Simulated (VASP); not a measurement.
Data:

```
Ta
1.0
   -1.65256     1.65256     1.65256
    1.65256    -1.65256     1.65256
    1.65256     1.65256    -1.65256
Ta
1
Direct
  0.00000   0.00000   0.00000
```

Level of theory: r2SCAN meta-GGA, VASP's PBE PAW potentials (set 64) (plane waves; VASP). Numerical set-up: 400 eV cut-off, 14×14×14 Γ-centred mesh, first-order Methfessel-Paxton smearing of 0.10 eV, potentials Ta_pv.

Unless said otherwise, spin-orbit coupling is left out, though it shifts the bands of the heavy elements here.

Problem. What does the run give for the energy per atom (σ→0), band gap (on the k-mesh) with the smallest direct gap where there is one?

Solution. 
```json
{
  "band gap (on the k-mesh)": "none (metal, semimetal or under 0.01 eV)",
  "energy per atom (σ→0)": "-48.587 eV/atom"
}
```

The absolute energy has meaning only against runs of the same code, potentials and settings.

The structure comes from a computed database's Ta entry (Im-3m); how it stands against other phases isn't given here. It was relaxed first. The start is the result of an earlier pass.
